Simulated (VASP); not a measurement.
VASP input:

**POSCAR**
```
CoSi
1
   -1.6897186773     1.6612086857     3.8137912810
    1.6326986941    -1.6612086857     3.7888731507
    1.6897186773     1.6612086857    -3.8137912810
Co Si
2 2
Direct
  0.7081124615   0.7081124615   0.0000000000
  0.4581124615   0.9581124615   0.5000000000
  0.2078875385   0.2078875385   0.0000000000
  0.9578875385   0.4578875385   0.5000000000
```

### INCAR
```
# general
SYSTEM   =  CoSi
PREC     =  Accurate
ENCUT    =  480
LREAL    =  .False.
LASPH    =  .True.

# electronic loop
EDIFF    =  1E-7
NELM     =  100
ALGO     =  Normal
LMAXMIX  =  4

# smearing
ISMEAR   =  1
SIGMA    =  0.1

# functional
GGA      =  PS

# ions
ISIF     =  2

# output
LWAVE    =  .False.
LCHARG   =  .False.
```

KPOINTS:
```
Automatic mesh
0
Gamma
12 12 12
0 0 0
```

POTCAR, in this order: Co Si (PBE.64 set). Program: vasp_std.

Write an equivalent input for Quantum ESPRESSO's pw.x.

One equivalent input (not run):
```
&CONTROL
  calculation = 'scf'
  pseudo_dir = './pseudo'
  outdir = './out'
  tprnfor = .true.
  tstress = .true.
/
&SYSTEM
  ibrav = 0
  nat = 4
  ntyp = 2
  ecutwfc = 96
  occupations = 'smearing'
  smearing = 'methfessel-paxton'
  degauss = 0.00735
  input_dft = 'pbesol'
/
&ELECTRONS
  conv_thr = 7.3e-09
  electron_maxstep = 100
/
ATOMIC_SPECIES
  Co 58.933 Co.upf
  Si 28.085 Si.upf
CELL_PARAMETERS angstrom
    -1.6897187    1.6612087    3.8137913
     1.6326987   -1.6612087    3.7888732
     1.6897187    1.6612087   -3.8137913
ATOMIC_POSITIONS crystal
  Co   0.7081125  0.7081125  0.0000000
  Co   0.4581125  0.9581125  0.5000000
  Si   0.2078875  0.2078875  0.0000000
  Si   0.9578875  0.4578875  0.5000000
K_POINTS automatic
  12 12 12 0 0 0
```
What does not carry over: the potentials are each code's own (VASP's PAW set, PseudoDojo norm-conserving files in pw.x), so ENCUT and ecutwfc are chosen apart and not converted; conv_thr bounds pw.x's estimated SCF error, while EDIFF bounds the energy change between steps.

The structure was generated: CoSi was put into the NbAs type (I4_1md), which need not be its known phase. This cell was strained or had an atom moved on purpose.
